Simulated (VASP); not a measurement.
Input:

```yaml
crystal:
  lattice:
    - [1.77991, -3.08289, 0.00000]
    - [1.77991, 3.08289, 0.00000]
    - [0.00000, 0.00000, 4.54688]
  atoms:
    - { symbol: Pt, position: [0.00000, 0.00000, 0.00000] }
    - { symbol: S, position: [0.33333, 0.66667, 0.26166] }
    - { symbol: S, position: [0.66667, 0.33333, 0.73834] }
```

Level of theory: LDA (Ceperley-Alder, Perdew-Zunger), VASP's LDA PAW potentials (set 64) (plane waves; VASP). Run with 520 eV cut-off, 9×9×6 Γ-centred mesh, first-order Methfessel-Paxton smearing of 0.10 eV, potentials Pt S.

Unless said otherwise, spin-orbit coupling is left out, though it shifts the bands of the heavy elements here.

Predict the energy per atom (σ→0), band gap (on the k-mesh) with the smallest direct gap where there is one.

| Property | Result |
|---|---|
| band gap (on the k-mesh) | none (metal, semimetal or under 0.01 eV) |
| energy per atom (σ→0) | -585.8 kJ/mol of atoms |

Total energies compare only between runs with the same potentials, cut-off and functional.

The compound is PtS2 in the 1T layered structure. It was relaxed first, which changed the volume by -9 %. The start is the result of an earlier pass.
